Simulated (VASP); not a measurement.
GaN (wurtzite) is relaxed at rising pressure, each step from the one before. Symmetry mostly holds the structure type, and other phases were not tried. The mesh follows the cell, and a change of mesh leaves a small step in the series.

Data:

Space group P6₃mc (No. 186); a = b = 3.1593 Å, c = 5.1436 Å, α = β = 90.00°, γ = 120.00°

```tsv
atom	site	symmetry	x	y	z
Ga	2b	3m.	0.3333	0.6667	0.0001
N	2b	3m.	0.3333	0.6667	0.3769
```

These are LDA (Ceperley-Alder, Perdew-Zunger), VASP's LDA PAW potentials (set 64) (plane waves; VASP) values and carry that method's errors. Numerical set-up: 620 eV cut-off, 8×8×5 Γ-centred mesh, Gaussian smearing of 0.050 eV, potentials Ga_d N.

```tsv
P (GPa)	V (Å³/atom)	H − H(0) (eV/atom)	space group	k-mesh
0	11.11	0.000	P6_3mc	8×8×5
5	10.85	0.343	P6_3mc	8×8×5
10	10.62	0.678	P6_3mc	8×8×5
20	10.23	1.329	P6_3mc	8×8×5
30	9.90	1.957	P6_3mc	8×8×5
45	9.48	2.864	P6_3mc	9×9×5
```

Pressures at which the relaxation failed are left out.

The compound is GaN in the wurtzite structure.
